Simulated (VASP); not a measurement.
All values below come from optB86b-vdW, VASP's PBE PAW potentials (set 64) (plane waves; VASP 6.6.1).

Input for VASP

File KPOINTS:
```
k-points along high-symmetry lines
12
Line-mode
Reciprocal
  0.000000   0.000000   0.000000 ! GAMMA
  0.500000   0.500000   0.500000 ! T

  0.500000   0.500000   0.500000 ! T
  0.812500   0.187500   0.500000 ! H_2

  0.500000  -0.187500   0.187500 ! H_0
  0.500000  -0.000000  -0.000000 ! L

  0.500000  -0.000000  -0.000000 ! L
  0.000000   0.000000   0.000000 ! GAMMA

  0.000000   0.000000   0.000000 ! GAMMA
  0.343750  -0.343750   0.000000 ! S_0

  0.656250   0.000000   0.343750 ! S_2
  0.500000   0.000000   0.500000 ! F

  0.500000   0.000000   0.500000 ! F
  0.000000   0.000000   0.000000 ! GAMMA
```

INCAR:
```
# general
SYSTEM  =NiO
PREC    =Accurate
ENCUT   =520
LREAL   =.FALSE.
LASPH   =.TRUE.   # aspherical one-centre terms
ICHARG  =11   # fixed density

# electronic loop
EDIFF   =1E-7   # SCF stop (eV)
NELM    =100   # most electronic steps
ALGO    =Normal   # blocked Davidson
LMAXMIX =4   # l cut-off of mixed one-centre charges

# smearing
ISMEAR  =0   # Gaussian
SIGMA   =0.05   # width (eV)

# functional
GGA     =MK
LUSE_VDW=.TRUE.
AGGAC   =0.0
PARAM1  =0.1234
PARAM2  =1.0

# spin
ISPIN   =2   # spin-polarised
MAGMOM  =1.3 -1.3 0.0 0.0

# output
LWAVE   =.FALSE.
LCHARG  =.FALSE.
LORBIT  =11   # lm-projected
```

**POSCAR**
```
NiO
1
    4.1494115013     2.0708721884     2.0708721884
    2.0708721884     4.1494115013     2.0708721884
    2.0708721884     2.0708721884     4.1494115013
Ni O
2 2
Direct
  0.0000000000   0.0000000000   0.0000000000
  0.5000000000   0.5000000000   0.5000000000
  0.2500000000   0.2500000000   0.2500000000
  0.7500000000   0.7500000000   0.7500000000
```

POTCAR, in this order: Ni O (PBE.64 set). Program: vasp_std. Read from the step before: CHGCAR.

Output of the run:

### OUTCAR
```
 ion  position               nearest neighbor table
   1  0.000  0.000  0.000-   4 2.08   3 2.08   4 2.08   4 2.08   3 2.08   3 2.08   2 2.93   2 2.93
                             2 2.93   2 2.93   2 2.93   2 2.93
   2  0.500  0.500  0.500-   3 2.08   4 2.08   3 2.08   3 2.08   4 2.08   4 2.08   1 2.93   1 2.93
                             1 2.93   1 2.93   1 2.93   1 2.93
   3  0.250  0.250  0.250-   1 2.08   2 2.08   1 2.08   1 2.08   2 2.08   2 2.08
   4  0.750  0.750  0.750-   2 2.08   1 2.08   2 2.08   2 2.08   1 2.08   1 2.08
  LATTYP: Found a trigonal (rhomboedric) cell.
 ALAT       =     5.0788422941
 COS(alpha) =     0.8325107141
 Subroutine PRICEL returns following result:
  LATTYP: Found a trigonal (rhomboedric) cell.
 ALAT       =     2.9340795149
 COS(alpha) =     0.4981513877
 Subroutine GETGRP returns: Found 12 space group operations
The static configuration has the point symmetry D_3d.
The dynamic configuration has the point symmetry D_3d.
The overall configuration has the point symmetry D_3d.
 Subroutine INISYM returns: Found 12 space group operations
   k-points           NKPTS =     84   k-points in BZ     NKDIM =     84   number of bands    NBANDS=     20
   number of dos      NEDOS =    301   number of ions     NIONS =      4
   total plane-waves  NPLWV =  64000
   dimension x,y,z NGX =    40 NGY =   40 NGZ =   40
   dimension x,y,z NGXF=    80 NGYF=   80 NGZF=   80
   ions per type =               2   2
   PREC   = accura    normal or accurate (medium, high low for compatibility)
   ISTART =      0    job   : 0-new  1-cont  2-samecut
   ICHARG =     11    charge: 1-file 2-atom 10-const
   ISPIN  =      2    spin polarized calculation?
   LNONCOLLINEAR =      F non collinear calculations
   LSORBIT =      F    spin-orbit coupling
   INIWAV =      1    electr: 0-lowe 1-rand  2-diag
   ENCUT  =  520.0 eV  38.22 Ry    6.18 a.u.   9.44  9.44  9.44*2*pi/ulx,y,z
   NELM   =    100;   NELMIN=  2; NELMDL= -5     # of ELM steps
   EDIFF  = 0.1E-06   stopping-criterion for ELM
   LREAL  =      F    real-space projection
   NLSPLINE    = F    spline interpolate recip. space projectors
   LMAXMIX     =    4 max onsite mixed and CHGCAR
   VOSKOWN=      0    Vosko Wilk Nusair interpolation
   EDIFFG = 0.1E-05   stopping-criterion for IOM
...
```

File OSZICAR:
```
       N       E                     dE             d eps       ncg     rms          rms(c)
DAV:   1     0.248697943791E+03    0.24870E+03   -0.16151E+04  6752   0.218E+03
DAV:   2     0.103344817600E+02   -0.23836E+03   -0.22568E+03  7064   0.412E+02
DAV:   3    -0.137564867574E+02   -0.24091E+02   -0.22731E+02  7556   0.144E+02
DAV:   4    -0.144872286854E+02   -0.73074E+00   -0.72703E+00  7348   0.258E+01
DAV:   5    -0.145062389094E+02   -0.19010E-01   -0.19004E-01  8300   0.400E+00
DAV:   6    -0.145070346429E+02   -0.79573E-03   -0.79568E-03  8252   0.740E-01
DAV:   7    -0.145070722584E+02   -0.37615E-04   -0.37615E-04  9152   0.133E-01
DAV:   8    -0.145070731270E+02   -0.86852E-06   -0.86853E-06  7532   0.156E-02
DAV:   9    -0.145070731469E+02   -0.19892E-07   -0.19881E-07  4892   0.194E-03
   1 F= -.14507073E+02 E0= -.14507073E+02  d E =-.545716E-18  mag=    -0.0000
```

### OUTCAR
```



 magnetization (x)

# of ion       s       p       d       tot
------------------------------------------
    1       -0.006  -0.014   1.237   1.217
    2        0.006   0.014  -1.237  -1.217
    3        0.000   0.000   0.000   0.000
    4        0.000   0.000   0.000   0.000
--------------------------------------------------
tot          0.000   0.000  -0.000  -0.000
```
(Selected blocks of OUTCAR.)

File OUTCAR:
```
 val. band max:        7.5043539794   @ k =   0.2273   0.0000   0.2273

 cond. band min:       8.5565331204   @ k =   0.2500  -0.2500   0.0000



 spin component 1

 k-point     1 :       0.0000    0.0000    0.0000
  band No.  band energies     occupation
      1     -12.3176      1.00000
      2     -10.8608      1.00000
      3      -0.2137      1.00000
      4       2.4288      1.00000
      5       2.4289      1.00000
      6       5.0750      1.00000
      7       5.0750      1.00000
      8       5.1019      1.00000
      9       5.6114      1.00000
     10       5.6114      1.00000
     11       5.6960      1.00000
     12       5.9797      1.00000
     13       5.9797      1.00000
     14       6.8687      1.00000
     15       6.8687      1.00000
     16       7.1713      1.00000
     17       9.5003      0.00000
     18       9.5004      0.00000
     19       9.8442      0.00000
     20      13.7603      0.00000

 k-point     2 :       0.0455    0.0455    0.0455
  band No.  band energies     occupation
      1     -12.3114      1.00000
      2     -10.8699      1.00000
      3      -0.1932      1.00000
      4       2.4355      1.00000
      5       2.4355      1.00000
      6       5.0256      1.00000
      7       5.0256      1.00000
      8       5.0295      1.00000
      9       5.6140      1.00000
     10       5.6140      1.00000
     11       5.7287      1.00000
     12       6.0290      1.00000
     13       6.0291      1.00000
     14       6.8668      1.00000
     15       6.8668      1.00000
     16       7.1650      1.00000
     17       9.4914      0.00000
     18       9.4915      0.00000
     19       9.8847      0.00000
     20      13.7589      0.00000

 k-point     3 :       0.0909    0.0909    0.0909
  band No.  band energies     occupation
      1     -12.2926      1.00000
      2     -10.8968      1.00000
      3      -0.1321      1.00000
      4       2.4553      1.00000
...
```

The density is held fixed in this step, so its total energy and stress have no physical meaning.

The compound is NiO in the rock salt, AFM-II order structure. It was relaxed first.
